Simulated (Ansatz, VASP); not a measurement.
**MoS2: VASP beside Ansatz**

Wanted: the spread between two codes on one cell, functional and k mesh.

Calculated with Ansatz 0.2.0; plane waves, with VASP 6.6.1 beside it; relaxation of cell and atoms at r2SCAN with rVV10.

The database entry behind the starting cell differs from later determinations by our own check (about 0.3 % long), so it need not match the best structure at ambient conditions.

### Step 1. The starting structure

The structure is hexagonal, space group P6_3/mmc (No. 194). Conventional cell: a = 3.169 Å, b = 3.169 Å, c = 12.324 Å, α = 90.00°, β = 90.00°, γ = 120.00°. Nearest to Mo lie 6 S at 2.41 Å. Nearest to S lie 3 Mo at 2.41 Å. Farther neighbours and most contacts between anions are not listed.

Structure file:

```cif
data_structure
_symmetry_space_group_name_H-M 'P 1'
_symmetry_Int_Tables_number 1
_cell_length_a 3.1690
_cell_length_b 3.1690
_cell_length_c 12.3240
_cell_angle_alpha 90.000
_cell_angle_beta 90.000
_cell_angle_gamma 120.000
_cell_volume 107.18
loop_
_atom_site_label
_atom_site_type_symbol
_atom_site_fract_x
_atom_site_fract_y
_atom_site_fract_z
_atom_site_occupancy
Mo1 Mo 0.33333 0.66667 0.25000 1
Mo2 Mo 0.66667 0.33333 0.75000 1
S3 S 0.33333 0.66667 0.62300 1
S4 S 0.66667 0.33333 0.12300 1
S5 S 0.33333 0.66667 0.87700 1
S6 S 0.66667 0.33333 0.37700 1
```

### Step 2. Ansatz: relaxation of cell and atoms, r2SCAN with rVV10

Ansatz runs on its default PAW (the set named soft_2) files.

The relaxed volume is the usual yardstick between codes: its relative difference is about their pressure difference at one cell divided by the bulk modulus.

The input, input.yaml:

```yaml
crystal:
  lattice:
    - [3.169, 0.0, 0.0]
    - [-1.5845, 2.7444345046, 0.0]
    - [0.0, 0.0, 12.324]
  atoms:
    - { symbol: Mo, position: [0.3333333333, 0.6666666667, 0.25] }
    - { symbol: Mo, position: [0.6666666667, 0.3333333333, 0.75] }
    - { symbol: S, position: [0.3333333333, 0.6666666667, 0.623] }
    - { symbol: S, position: [0.6666666667, 0.3333333333, 0.123] }
    - { symbol: S, position: [0.3333333333, 0.6666666667, 0.877] }
    - { symbol: S, position: [0.6666666667, 0.3333333333, 0.377] }
hamiltonian:
  xc: r2scan
  pseudopotentials: { kind: paw }
  dispersion: rvv10
kpoints:
  mp_grid: { grid: [10, 10, 3] }
scf:
  occupations: { method: fermi_dirac, width: 0.05 }
relax:
  f_tol: 0.01
  max_steps: 60
  cell: { stress_tol: 0.05 }
output:
  forces: true
  stress: true
```

Run with:

```sh
ansatz run input.yaml --threads 4 --pin off --max-ram 9216MiB --backend cpu --events-out ev --progress --plain --runs-dir out
```

Numbers of over 12 decimals in the logs are rounded to 6 here.

What it wrote:

```text
Engine: ansatz 0.2.0, aarch64-unknown-linux-gnu
Pseudopotentials: kind: paw
Pseudopotential: Mo, paw, valence charge 14, recommended cutoff 500 eV (meta_gga), Mo.paw.azcp
Pseudopotential: S, paw, valence charge 6, recommended cutoff 500 eV (meta_gga), S.paw.azcp
Functional definition: r2SCAN+rVV10
  parameter k0 = 0.174
  parameter k1 = 0.065
  parameter a1 = 4.9479
  exchange = r2scan_x(k0 = k0, k1 = k1, a1 = a1)
  correlation = r2scan_c + rvv10(11.95, 0.0093)
Crystal: 6 atoms, lattice volume = 107.183 Å³
Basis set: ecut = 500 eV, 2739 PW (Γ), exchange–correlation on 108×108×432 points (64 copies of the dense FFT grid, shifted against one another)
Bands: 32, of which v1, the nominal top of the filled ones, is band 26 counted from 1 (25 counted from 0)
Symmetry: 24 space group operations
Space group: P63/mmc (ITA 194), of the structure as read, at distance tolerance 4.8e-5 Å
k-points: 28 of 300
Non-local potential: Mo, projectors of the file, l = 0: 3, l = 1: 2, l = 2: 2, l = 3: 1
Non-local potential: S, projectors of the file, l = 0: 2, l = 1: 2, l = 2: 2
PAW form: soft (Blöchl's): semilocal exchange-correlation on the pseudo side does not see the compensation charge
rVV10 density: all electrons in the spheres
PAW frozen core: Mo, regenerated for the run's functional (the file was generated under x = pbe(κ = 0.804, μ = 0.219515), c = pbe(β = 0.066725))
PAW frozen core: S, regenerated for the run's functional (the file was generated under x = pbe(κ = 0.804, μ = 0.219515), c = pbe(β = 0.066725))
PAW one-centre angular grid: Mo, 590 points (default); XC on 160 Gauss nodes
PAW one-centre angular grid: S, 302 points (default); XC on 160 Gauss nodes
Initial density: superposition of atomic densities (neutral atoms: chi_scale 0, normalization atom), corrected by the library's trained network
Initial wavefunctions: pseudopotential atomic-orbital guess
Functional: x = r2scan, c = r2scan + rvv10(b = 11.95, C = 0.0093); τ floored in thin density (d = 2e-4 eV/Å³)
SCF iter   1: F=—  HF=-13559.114220 eV  |F-HF|=—  |Δ(HF+E_count)|=         —  Δρ=1.09e-2  dr2=1.82e-1  dr2_τ=1.02e-1  ethr=1.77e-3  ⟨swp⟩=6.7  Hψ=3977  notcnv=0
preconditioner: auto → Resta (q_TF=auto, 2.418 Å⁻¹)  ε∞=7.8  [insulator: Δε(μ)=0.994 eV  Ē_g=8.250 eV  σ=0.050 eV  W_gap=1.00  n_scr=26 (ndim 8)  ℏωp=21.5 eV  f_vac=0.016  D(μ)=0.00/eV (n_scr^D=0)  ε∞_Penn≈7.8]
SCF iter   2: F=—  HF=-13559.187353 eV  |F-HF|=—  |Δ(HF+E_count)|=   7.31e-2  Δρ=5.31e-3  dr2=1.43e-2  dr2_τ=6.35e-3  ethr=3.50e-4  ⟨swp⟩=3.1  Hψ=1864  notcnv=0  defer=5
SCF iter   3: F=—  HF=-13559.191038 eV  |F-HF|=—  |Δ(HF+E_count)|=   3.69e-3  Δρ=3.00e-3  dr2=5.87e-3  dr2_τ=3.90e-4  ethr=2.74e-5  ⟨swp⟩=2.5  Hψ=1337  notcnv=0  defer=5
SCF iter   4: F=—  HF=-13559.193452 eV  |F-HF|=—  |Δ(HF+E_count)|=   2.41e-3  Δρ=3.09e-4  dr2=1.49e-4  dr2_τ=1.01e-5  ethr=1.13e-5  ⟨swp⟩=2.1  Hψ=1312  notcnv=0  defer=5
SCF iter   5: F=—  HF=-13559.193480 eV  |F-HF|=—  |Δ(HF+E_count)|=   2.83e-5  Δρ=1.02e-4  dr2=2.58e-5  dr2_τ=1.34e-6  ethr=2.87e-7  ⟨swp⟩=2.4  Hψ=1528  notcnv=0  defer=5
SCF iter   6: F=—  HF=-13559.193482 eV  |F-HF|=—  |Δ(HF+E_count)|=   2.32e-6  Δρ=2.11e-5  dr2=5.59e-7  dr2_τ=3.72e-8  ethr=4.97e-8  ⟨swp⟩=2.0  Hψ=1236  notcnv=0  defer=5
SCF iter   7: F=-13559.193483 eV  HF=-13559.193483 eV  |F-HF|=5.32e-9  |Δ(HF+E_count)|=   2.05e-7  Δρ=4.16e-6  dr2=1.96e-8  dr2_τ=7.99e-10  ethr=1.92e-10  ⟨swp⟩=5.0  Hψ=3453  notcnv=0
SCF 1 converged in 7 iterations: F = -13559.193483 eV  dr2 = 1.96e-8
  greatest PAW one-centre occupation: 0.996 electrons in one spin orbital (limit 2), on the Mo atom at site 1 (counted from 0), in its partial waves of l = 0
relax step   1: F+E_penalty+E_count = -13559.19348266 eV  Δ(F+E_penalty+E_count) = +0.000e0 eV  max|allowed force component| = 1.882e-1 eV/Å  Δτ_max = 0.0000 Å  P = -0.412 GPa  Ω = 107.183 Å³  (7 SCF iters, dr2 threshold 1.00e-7 eV, accepted)
[...]
relax step   2: F+E_penalty+E_count = -13559.17987835 eV  Δ(F+E_penalty+E_count) = +1.360e-2 eV  max|allowed force component| = 2.729e-1 eV/Å  Δτ_max = 0.0555 Å  P = -0.212 GPa  Ω = 110.863 Å³  energy of the carried Pulay correction = -8.824e-4 eV  (7 SCF iters, dr2 threshold 6.00e-7 eV, rejected (line search))
[...]
relax step   3: F+E_penalty+E_count = -13559.19855095 eV  Δ(F+E_penalty+E_count) = -5.068e-3 eV  max|allowed force component| = 1.060e-2 eV/Å  Δτ_max = 0.0226 Å  P = -0.081 GPa  Ω = 108.436 Å³  energy of the carried Pulay correction = -3.038e-4 eV  (9 SCF iters, accepted)
[...]
relax step   4: F+E_penalty+E_count = -13559.19857021 eV  Δ(F+E_penalty+E_count) = -1.926e-5 eV  max|allowed force component| = 2.591e-4 eV/Å  Δτ_max = 0.0008 Å  P = -0.004 GPa  Ω = 108.432 Å³  energy of the carried Pulay correction = -3.028e-4 eV  (4 SCF iters, dr2 threshold 1.66e-8 eV, accepted)
[...]
relax step   5: F+E_penalty+E_count = -13559.19887101 eV  Δ(F+E_penalty+E_count) = -3.008e-4 eV  max|allowed force component| = 2.220e-4 eV/Å  Δτ_max = 0.0000 Å  P = -0.004 GPa  Ω = 108.432 Å³  stress off target by 4.47e-3 GPa  SCF on the basis re-selected at this cell (its energy is not comparable with the rows above)  (5 SCF iters)
basis re-selected at this cell: Δ(F+E_penalty+E_count) = -3.008e-4 eV, ΔP = +0.000 GPa vs the last step (what re-selecting the basis moved, of the pressure what is left beyond the Pulay correction that the steps carried, after the strain that the cell walked since its last selection, with what the two solves' SCF thresholds leave and, on support functions, any second-order correction that the steps lacked; it is no m [...]
SCF converged after 5 iterations
Free energy (F): -13559.198871 eV
Harris-Foulkes:  -13559.198871 eV  (|F-HF|=1.09e-11)
Internal energy: -13559.198870 eV  (E = F + TS)
E sigma→0 (E₀):  -13559.198871 eV
Entropy (-TS):   -0.000001 eV (-0.000 meV/atom)
Fermi energy:    11.066877 eV
--- Per-component energies (eV) ---
  E_band       = -361.898737
  E_kinetic    = 1308.879774
  E_local      = -4017.163196  (includes V_loc(G=0)·N_el)
  E_nonlocal   = 396.643292
  E_hartree    = 1548.860135
  E_xc         = -720.044775
  E_vxc        = -891.255686  (∫ρ·V_xc dr)
  E_paw        = -8871.550852  (= ΣΔE_a)
  E_vpaw       = -308.164075  (= ΣTr[D̂ρ^β])
  E_aug_tail   = 0.000014  (compensation charges beyond the density's cutoff)
  E_vtau       = 51.440589  (kinetic-family band-sum trace: ∫τ·v_τ [+ j·A + Jᵃ·Aᵃ] dr)
  E_ewald      = -3203.941789
  E_core_change = -0.881474  (= ΣΔE_core)
  E_smearing   = -0.000001  (= −TS)
  E_closure    = -0.000000  (closes the sum)
  Σ components = -13559.198871   (vs F -13559.198871, Δ=0.00e0)
--- Forces (eV/Å), atoms counted from 1 ---
  atom   1  Mo     0.00000000    -0.00000000     0.00000000
  atom   2  Mo     0.00000000     0.00000000    -0.00000000
  atom   3  S      0.00000000     0.00000000     0.00022200
  atom   4  S     -0.00000000    -0.00000000     0.00022200
  atom   5  S     -0.00000000     0.00000000    -0.00022200
  atom   6  S      0.00000000    -0.00000000    -0.00022200
  max |Σ_I F_I| component: 1.39e-17 eV/Å
--- Stress (GPa, compression-positive) ---
       -0.004475       0.000000       0.000000
        0.000000      -0.004475      -0.000000
        0.000000      -0.000000      -0.003240
  P = ⅓ Tr σ = -0.0041 GPa (-0.041 kbar)
--- Relaxed structure (4 steps of the walk, 3 accepted, 1 SCFs on fresh bases) ---
  F+E_penalty+E_count = -13559.19887101 eV   max|allowed force component| = 2.220e-4 eV/Å   (the final SCF, on the basis selected at the relaxed cell)
  cell:  # Å, volume = 108.4320 Å³
    - [3.173089, 0, 0]
    - [-1.586545, 2.747976, 0]
    - [0, 0, 12.435477]
  atoms:
    - { symbol: Mo, position: [0.333333, 0.666667, 0.25] }
    - { symbol: Mo, position: [0.666667, 0.333333, 0.750000] }
    - { symbol: S, position: [0.333333, 0.666667, 0.624898] }
    - { symbol: S, position: [0.666667, 0.333333, 0.124898] }
    - { symbol: S, position: [0.333333, 0.666667, 0.875102] }
    - { symbol: S, position: [0.666667, 0.333333, 0.375102] }
```

It took 28 s on 4 threads of Arm Neoverse V1, shared host; peak memory 0.83 GiB.

[end of part 1 of 2]

[Lines on the potential files, build, host, timing and source positions are cut from VASP's logs without a mark.]

[Logs are printed without paths, hosts, clocks, repeated set-up lines and the standing remarks that a program may print on its own settings, such as how far it seeks lower states.]

[Hosts, paths, dates, database ids (printed as entryN), source tags and the programs' standing remarks are cut or masked in the printed files.]
